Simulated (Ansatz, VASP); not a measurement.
One calculation of Sc2GaP3, two programs

```xyz
6
Lattice="4.4681 0.0000 0.0000 -2.2341 3.8695 0.0000 0.0000 0.0000 7.0856" Properties=species:S:1:pos:R:3 pbc="T T T"
Sc    0.0000    0.0000    5.0155
Sc    0.0000    0.0000    2.0701
Ga    0.0000    0.0000    0.0000
P     2.2341    0.0000    3.5428
P    -1.1170    1.9348    3.5428
P     1.1170    1.9348    3.5428
```

Alike in both runs: task single point; functional PBE; k mesh 6 × 6 × 4; occupations gaussian, width 0.1 eV; no spin polarisation.

```csv
,VASP,Ansatz
version,VASP 6.6.1,Ansatz 0.2.0
potentials or method,"VASP PAW PBE potentials, release 64 (Sc_sv, Ga_d, P)","scalar-relativistic, plane waves, PAW"
plane-wave cutoff (eV),520,420
valence electrons in the cell,50,50
```

Ansatz gave:

- gap on the k mesh at the Fermi level (eV): none
- pressure (GPa): 23.4
- largest component of the traceless stress (GPa): 20.53
- rms of the force components (eV/Å): 2.187

**Question.** Which values does VASP return?

**Answer.** gap on the k mesh at the Fermi level (eV): none; pressure (GPa): 23.6; largest component of the traceless stress (GPa): 21.35; rms of the force components (eV/Å): 2.240.

Atom by atom the forces differ by 0.053 eV/Å (rms over components). A gap of «none» marks a metal or a gap that the smearing closes.

Caveats: so large a pressure means that the cell lies far from this level's equilibrium, or that cutoff or potentials fall short (VASP); forces of over 1 eV/Å show positions far from the minimum, so gaps and moduli don't describe the material at rest.
